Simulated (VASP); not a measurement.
TiPb, 2 atoms in the cell. It takes space group Pm-3m (No. 221, cubic). Conventional cell: a = 3.447 Å, b = 3.447 Å, c = 3.447 Å, α = 90.00°, β = 90.00°, γ = 90.00°. Around Ti (site symmetry m-3m) lie 8 Pb at 2.99 Å. Pb (site symmetry m-3m) has 8 Ti at 2.99 Å as nearest neighbours. The cell comes from a database or a generator and needn't be the stable form of this composition.

```yaml
Program: VASP 6.6.1
Task: single point
Functional: PBEsol
Potentials_or_basis: VASP PAW PBE potentials, release 64 (Ti_sv, Pb_d)
Cutoff: 520 eV
k_mesh: 6 × 6 × 6
Occupations: gaussian, width 0.05 eV
Spin: no spin polarisation
Dipole_correction: no
Further_INCAR_settings: ALGO = Normal; EDIFF = 1e-06; NBANDS = 20
```

Potentials or basis: VASP PAW PBE potentials, release 64 (Ti_sv, Pb_d).

Run with:

```console
$ cat potpaw_PBE.64/Ti_sv/POTCAR potpaw_PBE.64/Pb_d/POTCAR > POTCAR
$ mpirun -np 1 vasp_std > vasp.out
```

Hardware: 1 thread of Intel(R) Xeon(R) 6975P-C (Granite Rapids), on a shared host.

Task: How long does it take, and how much memory?

Result: Wall time 7.8 s on 1 thread of Intel(R) Xeon(R) 6975P-C (Granite Rapids) (shared host), peak memory 0.16 GiB. Counts: scf iterations 14, k points 20.
